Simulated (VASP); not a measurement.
**How uniaxial stress along [001] changes Ni**

Wanted: the elastic response of Ni to uniaxial stress along [001], with a fit that predicts a row left out.

Calculated with VASP 6.6.1; PBEsol, spin-polarised from a ferromagnetic start (one magnetic atom a cell); plane waves and PAW (Ni), in the first sound run; inputs show where later runs differ.

### 1. The structure

Symmetry: Fm-3m, No. 225, cubic system. The conventional cell has a = 3.520 Å, b = 3.520 Å, c = 3.520 Å, α = 90.00°, β = 90.00°, γ = 90.00°. Nearest to Ni lie 12 Ni at 2.49 Å.

### 2. Relax the crystal, PBEsol

The series starts from the cell that this level prefers, so that zero strain is near zero stress.

This step took 2 runs in a row; the last is shown.

Level: PBEsol, spin-polarised from a ferromagnetic start (one magnetic atom a cell); plane waves and PAW (Ni).

Contents of INCAR:

```
SYSTEM = Ni
PREC = Accurate
ENCUT = 450
EDIFF = 1E-07
NELM = 120
ISMEAR = 1
SIGMA = 0.15
LREAL = .FALSE.
ALGO = Normal
GGA = PS
NBANDS = 12
ISPIN = 2
MAGMOM = 1.6
LASPH = .TRUE.
LMAXMIX = 4
LORBIT = 11
LWAVE = .FALSE.
LCHARG = .FALSE.
KPAR = 8
IBRION = 2
NSW = 40
ISIF = 3
EDIFFG = -0.005
POTIM = 0.4
```

Contents of POSCAR:

```
Ni
1.0
    0.0000000000      1.7310045157      1.7310045157
    1.7310045157      0.0000000000      1.7310045157
    1.7310045157      1.7310045157      0.0000000000
Ni
1
Direct
    0.0000000000      0.0000000000      0.0000000000
```

Contents of KPOINTS:

```
Automatic mesh
0
Gamma
29 29 29
0 0 0
```

PAW data sets: Ni (PBE family, release 64).

Command:

```sh
$ mpirun -np 8 vasp_std
```

Output:

```text
[banner, memory and clock lines left out]
running    8 mpi-ranks, on    1 nodes
[...]
|                                                                             |
|           W    W    AA    RRRRR   N    N  II  N    N   GGGG   !!!           |
|           W    W   A  A   R    R  NN   N  II  NN   N  G    G  !!!           |
|           W    W  A    A  R    R  N N  N  II  N N  N  G       !!!           |
|           W WW W  AAAAAA  RRRRR   N  N N  II  N  N N  G  GGG   !            |
|           WW  WW  A    A  R   R   N   NN  II  N   NN  G    G                |
|           W    W  A    A  R    R  N    N  II  N    N   GGGG   !!!           |
|                                                                             |
|     For optimal performance we recommend to set                             |
|       NCORE = 2 up to number-of-cores-per-socket                            |
|     NCORE specifies how many cores store one orbital (NPAR=cpu/NCORE).      |
|     This setting can greatly improve the performance of VASP for DFT.       |
[...]
DAV:   3    -0.613501192014E+01    0.33033E-04   -0.21699E-04 41460   0.192E-01    0.142E-02
DAV:   4    -0.613500982311E+01    0.20970E-05   -0.14993E-06 37720   0.900E-03    0.822E-03
DAV:   5    -0.613500948760E+01    0.33551E-06   -0.54898E-07 39548   0.463E-03    0.158E-03
DAV:   6    -0.613500942507E+01    0.62532E-07   -0.29457E-08 18024   0.138E-03
   2 F= -.61350094E+01 E0= -.61347827E+01  d E =-.148811E-05  mag=     0.6220
 trial-energy change:   -0.000001  1 .order   -0.000001   -0.000005    0.000004
 step:   0.6827(harm=  0.5675)  dis= 0.00000  next Energy=    -6.135010 (dE=-0.211E-05)
[...]
N       E                     dE             d eps       ncg     rms          rms(c)
DAV:   1    -0.613502147040E+01   -0.11983E-04   -0.14992E-04 41660   0.174E-01    0.286E-02
DAV:   2    -0.613501342934E+01    0.80411E-05   -0.14963E-04 41884   0.151E-01    0.153E-02
DAV:   3    -0.613501014062E+01    0.32887E-05   -0.21917E-05 41388   0.610E-02    0.453E-03
DAV:   4    -0.613500990081E+01    0.23981E-06   -0.14898E-07 29780   0.287E-03    0.262E-03
DAV:   5    -0.613500986604E+01    0.34767E-07   -0.57529E-08 17460   0.149E-03
   3 F= -.61350099E+01 E0= -.61347837E+01  d E =-.192908E-05  mag=     0.6221
[...]
reached required accuracy - stopping structural energy minimisation
```

Run time: 48 s. Hardware: 8 MPI ranks of AMD EPYC 7R43, shared host; peak memory 1.5 GiB.

Lines that name or quote the potential files are left out of all logs, and their timing lines are given in words.

Parts of OUTCAR (step 2):

```text
  Total        0.0016844      0.0016844      0.0016844      0.0000000      0.0000000     -0.0000000
  in kB        0.2602881      0.2602881      0.2602881      0.0000000      0.0000000     -0.0000000
  external PRESSURE =       0.2602881 kB  Pullay stress =       0.0000000 kB

 POSITION                                       TOTAL-FORCE (eV/Angst)
 -----------------------------------------------------------------------------------
      0.00000      0.00000      0.00000        -0.000000      0.000000     -0.000000
 -----------------------------------------------------------------------------------
    total drift:                                0.000000     -0.000000      0.000000

  FREE ENERGIE OF THE ION-ELECTRON SYSTEM (eV)
  ---------------------------------------------------
  free  energy   TOTEN  =        -6.1350098660 eV

  energy  without entropy=       -6.1343314859  energy(sigma->0) =       -6.13478374

 reached required accuracy - stopping structural energy minimisation

 magnetization (x)
# of ion       s       p       d       tot
------------------------------------------
    1       -0.006  -0.024   0.658   0.627

[... 3 further parts left out ...]
[key lines of the parts left out:]
E-fermi :   9.8898
```

Numbers from this step:

```
energy(sigma→0) of the program : -6.1348 eV
stress, compression positive   : xx, yy, zz 0.03, 0.03, 0.03 GPa
volume                         : 10.368 Å³
ionic steps                    : 3
```

### 3. Strain across the axis, PBEsol

One member in full: the axis is strained by -2 %, and the two directions across it are strained alike until their mean stress is under 0.012 GPa or five steps are spent.

This step took 3 runs, each at a new trial strain with the atoms of the one before; the last is shown.

Level: PBEsol, spin-polarised from a ferromagnetic start (one magnetic atom a cell); plane waves and PAW (Ni).

Changes to INCAR since step 2:

```diff
@@ -18,7 +18,7 @@
 LCHARG = .FALSE.
-KPAR = 8
-IBRION = 2
-NSW = 40
-ISIF = 3
-EDIFFG = -0.005
-POTIM = 0.4
+KPAR = 2
+IBRION = 1
+NSW = 25
+ISIF = 2
+EDIFFG = -0.004
+POTIM = 0.3
```

Contents of POSCAR:

```
Ni
1.0
    0.0000000000      1.7442096660      1.6960789370
    1.7442096660      0.0000000000      1.6960789370
    1.7442096660      1.7442096660      0.0000000000
Ni
1
Direct
    0.0000000000      0.0000000000      0.0000000000
```

KPOINTS is that of step 2.

Command:

```sh
$ mpirun -np 2 vasp_std
```

Output:

```text
[banner, memory and clock lines left out]
running    2 mpi-ranks, on    1 nodes
[...]
[... a notice as in an earlier step ...]

 LDA part: xc-table for (Slater+PW92), standard interpolation
 POSCAR, INCAR and KPOINTS ok, starting setup
[...]
entering main loop
       N       E                     dE             d eps       ncg     rms          rms(c)
DAV:   1     0.277954894486E+02    0.27795E+02   -0.41318E+03 90328   0.975E+02
DAV:   2    -0.628139330447E+01   -0.34077E+02   -0.31881E+02 92564   0.163E+02
DAV:   3    -0.725246250544E+01   -0.97107E+00   -0.96632E+00 98792   0.308E+01
DAV:   4    -0.725971488015E+01   -0.72524E-02   -0.72509E-02 99484   0.237E+00
[...]
DAV:  12    -0.613270783640E+01   -0.14713E-05   -0.73144E-06129012   0.170E-02    0.825E-03
DAV:  13    -0.613270737646E+01    0.45994E-06   -0.84585E-08 68004   0.364E-03    0.133E-03
DAV:  14    -0.613270738912E+01   -0.12659E-07   -0.15365E-08 47948   0.163E-03
   1 F= -.61327074E+01 E0= -.61324730E+01  d E =-.613271E+01  mag=     0.6191
 BRION: g(F)=  0.591E-62 g(S)=  0.000E+00
 reached required accuracy - stopping structural energy minimisation
```

The job ended after 3.5 min (2 MPI ranks; peak memory 0.67 GiB; 7 min of CPU time).

Parts of OUTCAR (step 3):

```text
  Total       -0.0000958     -0.0000958      0.2179160      0.0000000      0.0000000      0.0000000
  in kB       -0.0148705     -0.0148705     33.8318882      0.0000000      0.0000000      0.0000000
  external PRESSURE =      11.2673824 kB  Pullay stress =       0.0000000 kB

 POSITION                                       TOTAL-FORCE (eV/Angst)
 -----------------------------------------------------------------------------------
      0.00000      0.00000      0.00000         0.000000     -0.000000      0.000000
 -----------------------------------------------------------------------------------
    total drift:                                0.000000     -0.000000      0.000000

  FREE ENERGIE OF THE ION-ELECTRON SYSTEM (eV)
  ---------------------------------------------------
  free  energy   TOTEN  =        -6.1327073891 eV

  energy  without entropy=       -6.1320041814  energy(sigma->0) =       -6.13247299

 magnetization (x)
# of ion       s       p       d       tot
------------------------------------------
    1       -0.006  -0.024   0.654   0.624

[... 1 part as in an earlier step ...]

[... 3 further parts left out ...]
[key lines of the parts left out:]
E-fermi :   9.9568
```

Read from the output:

```
energy(sigma→0) of the program : -6.1325 eV
stress, compression positive   : xx, yy, zz 0.00, 0.00, 3.38 GPa
ionic steps                    : 1
```

### 4. All members

The other members went through these steps as far as the tables show, with the same cutoff and, step by step, the same mesh; 25 runs are not shown. The session took 3.2 core hours (wall time by ranks) on a shared machine.

```tsv
strain along the axis (%)	strain across the axis (%)	stress along the axis, tension positive (GPa)	energy above the unstrained row, extrapolated to no smearing (meV/atom)
-2.000	0.781	-3.383	2.302
-1.500	0.580	-2.562	1.311
-1.000	0.384	?	?
-0.500	0.191	-0.873	0.161
0	0.003	-0.004	0.000
0.500	-0.180	0.883	0.121
1.000	-0.359	1.792	0.527
1.500	-0.532	2.727	1.225
2.000	-0.700	3.685	2.222
```

### 5. Stress from the known rows

Fitting a parabola to the 8 known rows (e: strain in %) gives stress = 0.03912 e² + 1.765 e − 0.006067 in GPa; the residuals are 0.0041 GPa r.m.s.

For the withheld row, e = -1, the fit gives -1.732 GPa.

### 6. Checking the prediction

The calculation gives -1.725 GPa, so the prediction is 0.007 GPa too low, within twice the residual of the fit.

Slopes at zero strain, from cubics through all rows: strain ratio -0.371, stress over strain 176 GPa.

### 7. What came out

* error of the predicted stress: -0.007 GPa
* Poisson ratio: 0.371
* Young's modulus along the axis: 176 GPa

What this shows: As a check, the curvature of the energy gives 173 GPa for the same modulus (energy per volume = E/2 × strain²), 1 % from the slope of the stress; these energies are extrapolated to no smearing, while the stress belongs to the free energy, so part of the difference may come from that. These are static values: temperature and zero-point motion are left out. In a metal the slopes also depend on mesh and smearing, which were held through the series.

[Lines on the potential files, build, host, timing and source positions are cut from VASP's logs without a mark.]

[Logs are printed without paths, hosts, clocks, repeated set-up lines and the standing remarks that a program may print on its own settings, such as how far it seeks lower states.]

[Hosts, paths, dates, database ids (printed as entryN), source tags and the programs' standing remarks are cut or masked in the printed files.]

[In band tables of VASP the shares of atoms and orbitals are scaled to a sum of 1 inside the atoms' spheres.]
